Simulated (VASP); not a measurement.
Output of a VASP run:

### OSZICAR
```
       N       E                     dE             d eps       ncg     rms          rms(c)
DAV:   1     0.103199943396E+04    0.10320E+04   -0.40699E+04 17136   0.191E+03
DAV:   2     0.236423590725E+02   -0.10084E+04   -0.98922E+03 17228   0.602E+02
DAV:   3    -0.971554180969E+02   -0.12080E+03   -0.11871E+03 23864   0.183E+02
DAV:   4    -0.103007352685E+03   -0.58519E+01   -0.58002E+01 25392   0.373E+01
DAV:   5    -0.103192312646E+03   -0.18496E+00   -0.18259E+00 24518   0.600E+00    0.617E+01
DAV:   6    -0.958712338889E+02    0.73211E+01   -0.35861E+02 23320   0.937E+01    0.332E+01
DAV:   7    -0.870294585177E+02    0.88418E+01   -0.28055E+02 24376   0.880E+01    0.269E+01
DAV:   8    -0.848489807218E+02    0.21805E+01   -0.45701E+01 22274   0.298E+01    0.185E+01
DAV:   9    -0.852600993736E+02   -0.41112E+00   -0.51480E+01 23156   0.271E+01    0.144E+01
DAV:  10    -0.826960945527E+02    0.25640E+01   -0.89820E+00 23002   0.134E+01    0.326E+00
DAV:  11    -0.826864682656E+02    0.96263E-02   -0.17962E+00 24016   0.579E+00    0.287E+00
DAV:  12    -0.826809686638E+02    0.54996E-02   -0.11817E+00 22966   0.502E+00    0.207E+00
DAV:  13    -0.826444422095E+02    0.36526E-01   -0.30805E-01 22586   0.293E+00    0.413E-01
DAV:  14    -0.826444413419E+02    0.86758E-06   -0.23739E-02 22160   0.930E-01    0.200E-01
DAV:  15    -0.826444718750E+02   -0.30533E-04   -0.64609E-03 22964   0.559E-01    0.207E-01
DAV:  16    -0.826442460878E+02    0.22579E-03   -0.25396E-03 24006   0.309E-01    0.226E-02
DAV:  17    -0.826442620054E+02   -0.15918E-04   -0.12089E-04 21736   0.749E-02    0.185E-02
DAV:  18    -0.826442604145E+02    0.15909E-05   -0.25405E-05 23202   0.263E-02    0.199E-02
DAV:  19    -0.826442481249E+02    0.12290E-04   -0.13317E-05 22518   0.223E-02    0.473E-03
DAV:  20    -0.826442471087E+02    0.10162E-05   -0.16378E-06 18422   0.721E-03    0.130E-03
DAV:  21    -0.826442472718E+02   -0.16308E-06   -0.69140E-08 11082   0.221E-03    0.823E-04
DAV:  22    -0.826442474976E+02   -0.22577E-06   -0.50179E-08  9854   0.143E-03    0.741E-04
DAV:  23    -0.826442478139E+02   -0.31639E-06   -0.31256E-08  9768   0.143E-03    0.225E-04
DAV:  24    -0.826442478608E+02   -0.46892E-07   -0.62500E-09  9726   0.515E-04
   1 F= -.82644248E+02 E0= -.82644248E+02  d E =0.000000E+00
```

### OUTCAR
```
------------------------ aborting loop because EDIFF is reached ----------------------------------------
  FORCE on cell =-STRESS in cart. coord.  units (eV):
  Direction    XX          YY          ZZ          XY          YZ          ZX
  --------------------------------------------------------------------------------------
  Total        0.0038705      0.0038705      0.0038705      0.0079555     -0.0079555     -0.0079555
  in kB        0.0836751      0.0836751      0.0836751      0.1719873     -0.1719873     -0.1719873
  external PRESSURE =       0.0836751 kB  Pullay stress =       0.0000000 kB
  volume of cell :       74.11
      direct lattice vectors                 reciprocal lattice vectors
     0.000000000  2.108773512  2.108773512    -0.238074589  0.236134705  0.238074589
     2.108773512  0.000000000  2.108773512     0.236134705 -0.238074589  0.238074589
     8.366918555  8.366918555  0.068175494     0.060003618  0.060003618 -0.060003618
 POSITION                                       TOTAL-FORCE (eV/Angst)
 -----------------------------------------------------------------------------------
      0.00000      0.00000      0.00000        -0.000000      0.000000     -0.000000
      2.22102      2.22102      1.99653        -0.007922     -0.007922      0.007922
      4.23833      4.23833      2.08799        -0.017015     -0.017015      0.017015
      6.23736      6.23736      2.19773         0.017015      0.017015     -0.017015
      8.25467      8.25467      2.28920         0.007922      0.007922     -0.007922
      4.27013      4.27013      4.16496         0.013357      0.013357     -0.013357
      4.18346      4.18346      0.03409        -0.000000      0.000000     -0.000000
      6.20556      6.20556      0.12076        -0.013357     -0.013357      0.013357
 -----------------------------------------------------------------------------------
    total drift:                                0.000000      0.000000      0.000000
  FREE ENERGIE OF THE ION-ELECTRON SYSTEM (eV)
  ---------------------------------------------------
  free  energy   TOTEN  =       -82.6442478608 eV

  energy  without entropy=      -82.6442478608  energy(sigma->0) =      -82.64424786

 total charge

# of ion       s       p       d       tot
------------------------------------------
    1        2.186   6.051   1.864  10.101
    2        1.242   2.510   0.000   3.752
    3        1.238   2.495   0.000   3.733
    4        1.238   2.495   0.000   3.733
    5        1.242   2.510   0.000   3.752
    6        2.244   6.285   3.145  11.674
    7        2.245   6.288   3.150  11.683
    8        2.244   6.285   3.145  11.674
--------------------------------------------------
tot         13.879  34.919  11.304  60.102

 Electric field gradients after diagonalization (V/A^2)
 (convention: |V_zz| > |V_xx| > |V_yy|)
----------------------------------------------------------------------
 ion       V_xx      V_yy      V_zz     asymmetry (V_yy - V_xx)/ V_zz
----------------------------------------------------------------------
   1      14.396    14.395   -28.791       0.000
   2      -0.191    -0.190     0.381       0.003
   3       1.367     1.366    -2.733       0.001
   4       1.367     1.366    -2.733       0.001
   5      -0.191    -0.190     0.381       0.003
   6       4.054     4.052    -8.106       0.000
   7      -0.923    -0.922     1.845       0.001
   8       4.054     4.052    -8.106       0.000
```
(Selected blocks of OUTCAR.)

**POSCAR**
```
V3ZrN4
1
   -0.0000000000     2.1087735123     2.1087735123
    2.1087735123    -0.0000000000     2.1087735123
    8.3669185553     8.3669185553     0.0681754935
Zr N V
1 4 3
Direct
  0.0000000000   0.0000000000   0.0000000000
  0.4710138360   0.4710138360   0.1467396231
  0.4888758810   0.4888758810   0.3833430892
  0.5111241190   0.5111241190   0.6166569108
  0.5289861640   0.5289861640   0.8532603769
  0.9832884308   0.9832884308   0.2625336769
  0.0000000000   0.0000000000   0.5000000000
  0.0167115692   0.0167115692   0.7374663231
```

Q: Write an INCAR and KPOINTS that could have produced this output.

A: One answer among several that fit: the input of the run itself, PBEsol GGA, plane waves, VASP's PBE PAW potentials (set 64).

**INCAR**
```
SYSTEM  =  V3ZrN4
PREC  =  Accurate; ENCUT  =  520; LREAL  =  .FALSE.
LASPH  =  .TRUE.
EDIFF  =  1E-7; NELM  =  100; ALGO  =  Normal
LMAXMIX  =  4
ISMEAR  =  -5
GGA  =  PS
ISIF  =  2
LWAVE  =  .FALSE.; LCHARG  =  .TRUE.; LORBIT  =  11
NEDOS  =  601
LEFG  =  .TRUE.
```

**KPOINTS**
```
K-points
0
Gamma
14 14 4
```

POTCAR, in this order: Zr_sv N V_sv (PBE.64 set). Program: vasp_std.

For a metal the tetrahedron method with Blöchl corrections gives inexact stress and forces.

The structure was generated: V3ZrN4 was put into an ordered model structure (R-3m), which need not be its known phase. It was relaxed first. The run is not spin-polarised, so no magnetic state was tried. The electron count is odd and the run is not spin-polarised, which forces a metal.
